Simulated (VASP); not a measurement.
Input for VASP

POSCAR:
```
K
1
   -2.6400000000     2.6400000000     2.6400000000
    2.6400000000    -2.6400000000     2.6400000000
    2.6400000000     2.6400000000    -2.6400000000
K
1
Direct
  0.0000000000   0.0000000000   0.0000000000
```

KPOINTS:
```
Automatic mesh
0
Gamma
8 8 8
0 0 0
```

### INCAR
```
SYSTEM = K
PREC = Accurate
ENCUT = 400
EDIFF = 1E-6
NELM = 60
ALGO = VeryFast
LREAL = .FALSE.
LASPH = .TRUE.
ISMEAR = 1
SIGMA = 0.1
GGA = PE
LWAVE = .FALSE.
LCHARG = .FALSE.
ISIF = 2
NELMDL = -1
```

POTCAR, in this order: K_sv (PBE.64 set). Program: vasp_std.

Does this input run properly? What does VASP do?

There is a fault: ALGO = VeryFast starts from random orbitals with almost no delay (NELMDL = -1). The run did not converge; its last values are not results. Against the sound run, the energy per atom (σ→0) falls by 116.115 eV/atom; the pressure goes up by 77.52 GPa.

### standard output
```
...
RMM:  21     0.441357441486E+03   -0.38042E+01   -0.22089E+01   928   0.511E+01    0.182E+03
RMM:  22     0.438975136199E+03   -0.23823E+01   -0.20238E+01   928   0.475E+01    0.179E+03
RMM:  23     0.415483480843E+03   -0.23492E+02   -0.75236E+01   927   0.780E+01    0.160E+03
RMM:  24     0.398136556721E+03   -0.17347E+02   -0.55859E+01   926   0.805E+01    0.144E+03
RMM:  25     0.385755013908E+03   -0.12382E+02   -0.44201E+01   928   0.686E+01    0.137E+03
RMM:  26     0.384168534500E+03   -0.15865E+01   -0.24895E+01   923   0.526E+01    0.133E+03
RMM:  27     0.385079705769E+03    0.91117E+00   -0.22617E+01   928   0.446E+01    0.129E+03
RMM:  28     0.386697311322E+03    0.16176E+01   -0.12051E+01   928   0.420E+01    0.128E+03
RMM:  29     0.386836674940E+03    0.13936E+00   -0.94203E+00   928   0.366E+01    0.127E+03
RMM:  30     0.393750076292E+03    0.69134E+01   -0.40705E+00   923   0.388E+01    0.120E+03
RMM:  31     0.395564404312E+03    0.18143E+01   -0.78650E+00   923   0.433E+01    0.115E+03
RMM:  32     0.395319008707E+03   -0.24540E+00   -0.12613E+00   928   0.327E+01    0.115E+03
RMM:  33     0.384049957077E+03   -0.11269E+02   -0.43151E+00   915   0.311E+01    0.115E+03
RMM:  34     0.404703723549E+03    0.20654E+02   -0.79194E+00   910   0.438E+01    0.106E+03
RMM:  35     0.379584268574E+03   -0.25119E+02    0.10177E+00   920   0.368E+01    0.922E+02
RMM:  36     0.331176396669E+03   -0.48408E+02    0.29330E+00   912   0.544E+01    0.727E+02
RMM:  37     0.274524700399E+03   -0.56652E+02    0.75121E+01   926   0.751E+01    0.733E+02
RMM:  38     0.266565110470E+03   -0.79596E+01   -0.21086E+01   928   0.455E+01    0.636E+02
RMM:  39     0.268033382196E+03    0.14683E+01    0.15811E+01   928   0.388E+01    0.394E+02
RMM:  40     0.280875297351E+03    0.12842E+02    0.22214E+01   928   0.399E+01    0.641E+02
RMM:  41     0.300718866936E+03    0.19844E+02    0.32664E+01   928   0.364E+01    0.687E+02
RMM:  42     0.303094989248E+03    0.23761E+01   -0.64366E-01   928   0.231E+01    0.712E+02
RMM:  43     0.299897722039E+03   -0.31973E+01   -0.16872E+00   924   0.220E+01    0.689E+02
RMM:  44     0.294775939155E+03   -0.51218E+01   -0.29954E+00   919   0.300E+01    0.669E+02
RMM:  45     0.312638109022E+03    0.17862E+02    0.31633E+00   927   0.341E+01    0.617E+02
RMM:  46     0.318841328343E+03    0.62032E+01    0.30145E+00   928   0.215E+01    0.646E+02
RMM:  47     0.293910354956E+03   -0.24931E+02    0.16244E+01   924   0.381E+01    0.578E+02
RMM:  48     0.263231363244E+03   -0.30679E+02    0.85209E+01   928   0.559E+01    0.539E+02
RMM:  49     0.215651101340E+03   -0.47580E+02    0.20822E+02   922   0.785E+01    0.472E+02
RMM:  50     0.189288577048E+03   -0.26363E+02   -0.19957E+01   906   0.424E+01    0.457E+02
RMM:  51     0.909846525894E+02   -0.98304E+02    0.30774E+01   925   0.439E+01    0.358E+02
RMM:  52    -0.108271301355E+02   -0.10181E+03    0.52832E+00   925   0.401E+01    0.205E+02
RMM:  53    -0.696226769810E+02   -0.58796E+02    0.18949E+00   922   0.332E+01    0.168E+02
RMM:  54    -0.106228575865E+03   -0.36606E+02   -0.90249E-01   927   0.327E+01    0.161E+02
RMM:  55    -0.125153663434E+03   -0.18925E+02   -0.92069E-01   928   0.266E+01    0.163E+02
RMM:  56    -0.101255103319E+03    0.23899E+02   -0.63918E-01   893   0.206E+01    0.168E+02
RMM:  57    -0.113506640835E+03   -0.12252E+02   -0.19721E-01   927   0.183E+01    0.161E+02
RMM:  58    -0.117209350084E+03   -0.37027E+01   -0.80580E-01   928   0.161E+01    0.161E+02
RMM:  59    -0.118464007998E+03   -0.12547E+01   -0.24709E-01   928   0.145E+01    0.161E+02
RMM:  60    -0.117155477571E+03    0.13085E+01   -0.68704E-01   915   0.138E+01

 -----------------------------------------------------------------------------
|                                                                             |
|           W    W    AA    RRRRR   N    N  II  N    N   GGGG   !!!           |
|           W    W   A  A   R    R  NN   N  II  NN   N  G    G  !!!           |
|           W    W  A    A  R    R  N N  N  II  N N  N  G       !!!           |
|           W WW W  AAAAAA  RRRRR   N  N N  II  N  N N  G  GGG   !            |
|           WW  WW  A    A  R   R   N   NN  II  N   NN  G    G                |
|           W    W  A    A  R    R  N    N  II  N    N   GGGG   !!!           |
|                                                                             |
|     The electronic self-consistency was not achieved in the given           |
|     number of steps (NELM). The forces and other quantities evaluated       |
|     might not be reliable so examine the results carefully. If you find     |
|     spurious results, we suggest increasing NELM, if you were close to      |
|     convergence or switching to a different ALGO or adjusting the           |
|     density mixing parameters otherwise.                                    |
|                                                                             |
 -----------------------------------------------------------------------------

   1 F= -.11715548E+03 E0= -.11715534E+03  d E =-.420601E-03
```

### OUTCAR
```
------------------------ aborting loop EDIFF was not reached (unconverged)  ----------------------------
  FORCE on cell =-STRESS in cart. coord.  units (eV):
  Direction    XX          YY          ZZ          XY          YZ          ZX
  --------------------------------------------------------------------------------------
  Total       35.6153286     35.6153286     35.6153286      0.0000000      0.0000000      0.0000000
  in kB      775.3106791    775.3106791    775.3106791      0.0000000      0.0000000      0.0000000
  external PRESSURE =     775.3106791 kB  Pullay stress =       0.0000000 kB
  volume of cell :       73.60
      direct lattice vectors                 reciprocal lattice vectors
    -2.640000000  2.640000000  2.640000000     0.000000000  0.189393939  0.189393939
     2.640000000 -2.640000000  2.640000000     0.189393939  0.000000000  0.189393939
     2.640000000  2.640000000 -2.640000000     0.189393939  0.189393939  0.000000000
 POSITION                                       TOTAL-FORCE (eV/Angst)
 -----------------------------------------------------------------------------------
      0.00000      0.00000      0.00000         0.000000      0.000000      0.000000
 -----------------------------------------------------------------------------------
    total drift:                                0.000000     -0.000000      0.000000
  FREE ENERGIE OF THE ION-ELECTRON SYSTEM (eV)
  ---------------------------------------------------
  free  energy   TOTEN  =      -117.1554775711 eV

  energy  without entropy=     -117.1550569698  energy(sigma->0) =     -117.15533737
```
(Selected blocks of OUTCAR.)

To mend it, set ALGO = Normal, remove NELMDL.

The mended run (PBE GGA, plane waves, VASP's PBE PAW potentials (set 64)) converges, and its OSZICAR ends with
```
   1 F= -.10402088E+01 E0= -.10400093E+01  d E =-.598409E-03
```

The compound is K in the bcc structure. The cell was not relaxed at this level.
